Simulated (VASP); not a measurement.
# In8SbAs7: relaxation of cell and atoms with PBEsol

In8SbAs7:

```
In Sb As
1.0
    -6.09128    0.00000    6.09128
    -6.09128   -6.09128    0.00000
     0.00000   -6.09128    6.09128
In Sb As
8 1 7
Cartesian
  -3.0456 -3.0456 0.0000
  0.0000 0.0000 0.0000
  -3.0456 -6.0913 3.0456
  0.0000 -3.0456 3.0456
  -6.0913 -3.0456 3.0456
  -3.0456 0.0000 3.0456
  -6.0913 -6.0913 6.0913
  -3.0456 -3.0456 6.0913
  -1.5228 -1.5228 1.5228
  -4.5685 -4.5685 1.5228
  -1.5228 -4.5685 4.5685
  -4.5685 -7.6141 4.5685
  -4.5685 -1.5228 4.5685
  -7.6141 -4.5685 4.5685
  -4.5685 -4.5685 7.6141
  -7.6141 -7.6141 7.6141
```

The cell was built by a generator and needn't be a form met in nature.

```
Program                : VASP 6.6.1
Task                   : relaxation of cell and atoms
Functional             : PBEsol
Potentials or basis    : VASP PAW PBE potentials, release 64 (In_d, Sb, As)
Cutoff                 : 600 eV
k mesh                 : 6 × 6 × 6
Occupations            : gaussian, width 0.03 eV
Spin                   : no spin polarisation
Further INCAR settings : ALGO = Normal; EDIFF = 1e-06; IBRION = 2; EDIFFG = -0.01; NSW = 90; ISIF = 3
```

```
Relaxed volume                         : 29.01 Å³/atom
Relaxed cell                           : a = 8.691 Å, b = 8.691 Å, c = 8.691 Å, α = 60.00°, β = 60.00°, γ = 60.00°
Space group after relaxing (to 0.05 Å) : F-43m (No. 216)
Energy gained by relaxing              : 17.4 meV/atom
Ionic steps                            : 8
Pressure after relaxing                : 0.0 GPa
Band gap on the k mesh                 : none (metal or under the smearing width)
```

The path:
| step | energy change (eV) | largest force (eV/Å) | pressure (GPa) | volume (Å³) |
| --- | --- | --- | --- | --- |
| 1 | 0.0000 | 1.2179 | 1.74 | 452.02 |
| 2 | -0.2314 | 0.3590 | -0.84 | 472.41 |
| 3 | -0.2320 | 0.4000 | -0.73 | 471.27 |
| 4 | -0.2749 | 0.0955 | -0.09 | 465.31 |
| 5 | -0.2768 | 0.0665 | 0.08 | 463.80 |
| 6 | -0.2782 | 0.0359 | 0.01 | 464.39 |
| 7 | -0.2785 | 0.0189 | -0.05 | 464.81 |
| 8 | -0.2788 | 0.0066 | 0.01 | 464.22 |

Final structure:
```yaml
crystal:
  lattice:
    - [-6.14561, 0.00000, 6.14561]
    - [-6.14561, -6.14561, 0.00000]
    - [0.00000, -6.14561, 6.14561]
  atoms:
    - { symbol: In, position: [0.99557, 0.51329, 0.99557] }
    - { symbol: In, position: [0.99557, 0.99557, 0.99557] }
    - { symbol: In, position: [0.99912, 0.50029, 0.50029] }
    - { symbol: In, position: [0.99557, 0.99557, 0.51329] }
    - { symbol: In, position: [0.50029, 0.50029, 0.99912] }
    - { symbol: In, position: [0.51329, 0.99557, 0.99557] }
    - { symbol: In, position: [0.50029, 0.50029, 0.50029] }
    - { symbol: In, position: [0.50029, 0.99912, 0.50029] }
    - { symbol: Sb, position: [0.12500, 0.12500, 0.12500] }
    - { symbol: As, position: [0.12545, 0.62455, 0.12545] }
    - { symbol: As, position: [0.12545, 0.12545, 0.62455] }
    - { symbol: As, position: [0.12545, 0.62455, 0.62455] }
    - { symbol: As, position: [0.62455, 0.12545, 0.12545] }
    - { symbol: As, position: [0.62455, 0.62455, 0.12545] }
    - { symbol: As, position: [0.62455, 0.12545, 0.62455] }
    - { symbol: As, position: [0.62500, 0.62500, 0.62500] }
```

Levels at points of the mesh, in eV from the Fermi level:
| k point | band 70 | band 71 | band 72 | band 73 | band 74 | band 75 |
| --- | --- | --- | --- | --- | --- | --- |
| (0.00, 0.00, 0.00) | -0.56 | -0.01 | -0.01 | -0.01 | 0.61 | 0.61 |
| (0.50, 0.00, 0.00) | -0.73 | -0.46 | -0.46 | 0.85 | 1.08 | 1.95 |
| (0.50, 0.50, 0.00) | -1.12 | -0.90 | -0.90 | 2.01 | 2.03 | 2.24 |

Wall time 20 min on 4 MPI ranks on Intel(R) Xeon(R) 6975P-C (Granite Rapids), with other jobs on the host, peak memory 1.2 GiB a rank.

Caveat: the PAW data sets were made with another functional, which shifts forces and pressure a little. Spin-orbit coupling is left out, which matters for the levels of Sb.
